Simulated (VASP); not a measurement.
OSZICAR of a VASP run on HfB2 (space group P6/mmm):

**OSZICAR**
```
       N       E                     dE             d eps       ncg     rms          rms(c)
DAV:   1     0.360691259855E+02    0.36069E+02   -0.70674E+03  1936   0.105E+03
DAV:   2    -0.286856050688E+02   -0.64755E+02   -0.61251E+02  2448   0.263E+02
DAV:   3    -0.307856358452E+02   -0.21000E+01   -0.20743E+01  2544   0.372E+01
DAV:   4    -0.308013414750E+02   -0.15706E-01   -0.15692E-01  2416   0.351E+00
DAV:   5    -0.308014983492E+02   -0.15687E-03   -0.15685E-03  2512   0.286E-01    0.644E+01
DAV:   6    -0.286064308430E+02    0.21951E+01   -0.48070E+00  2328   0.151E+01    0.443E+01
DAV:   7    -0.285340293498E+02    0.72401E-01   -0.14066E+00  2424   0.849E+00    0.217E+01
DAV:   8    -0.285196010224E+02    0.14428E-01   -0.48142E-02  2248   0.168E+00    0.477E+00
DAV:   9    -0.284956642398E+02    0.23937E-01   -0.12601E-01  2304   0.253E+00    0.900E-01
DAV:  10    -0.284950231969E+02    0.64104E-03   -0.10257E-02  2232   0.790E-01    0.286E-01
DAV:  11    -0.284949620822E+02    0.61115E-04   -0.21102E-04  2328   0.131E-01    0.219E-01
DAV:  12    -0.284949467860E+02    0.15296E-04   -0.10282E-04  2336   0.725E-02    0.139E-02
DAV:  13    -0.284949460781E+02    0.70791E-06   -0.45193E-06  2288   0.183E-02
   1 F= -.28494946E+02 E0= -.28492893E+02  d E =-.410666E-02  mag=     0.0000    -0.0000    -0.0000
```

**Question.** Which electronic solver shows in the log?

**Answer.** It is blocked Davidson (ALGO = Normal, or the opening steps of other solvers). The INCAR had ALGO = Normal.

**Question.** How was spin treated?

**Answer.** With non-collinear spinors: mag has three components.

**Question.** Can the final energy be trusted as converged?

**Answer.** The run converged. It stopped with EDIFF = 1E-6, NELM = 100 (PBEsol GGA with spin-orbit coupling, plane waves, VASP's PBE PAW potentials (set 64)).

The structure is a typed HfB2 crystal (P6/mmm). The cell was not relaxed at this level. The run is one of a series of settings (GGA_COMPAT = .FALSE., LNONCOLLINEAR = .TRUE., LSORBIT = .TRUE., MAGMOM = 0.0 0.0 0.0 0.0 0.0 0.0 0.0 0.0 0.0, program vasp_ncl against the base run), some of them coarse on purpose.
